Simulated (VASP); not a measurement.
Input:

```yaml
crystal:
  lattice:
    - [4.24177, 0.00000, 0.00000]
    - [0.00000, 4.24177, 0.00000]
    - [0.00000, 0.00000, 6.02970]
  atoms:
    - { symbol: Pb, position: [0.00000, 0.00000, 0.00000] }
    - { symbol: Pb, position: [0.50000, 0.50000, 0.50000] }
    - { symbol: Se, position: [0.50000, 0.50000, 0.00000] }
    - { symbol: S, position: [0.00000, 0.00000, 0.50000] }
```

Level of theory: PBEsol GGA, VASP's PBE PAW potentials (set 64) (plane waves; VASP 6.6.1). Run with 400 eV cut-off, 12×12×9 Γ-centred mesh, Gaussian smearing of 0.010 eV, potentials Pb_d Se S.

### Question
Estimate the energy per atom (σ→0).

### Answer

The energy per atom (σ→0) is -4.580 eV/atom.

Only differences to runs with the same potentials and settings are physical.

The structure comes from a computed database's Pb2SeS entry (P4/mmm); how it stands against other phases isn't given here. It was relaxed first.
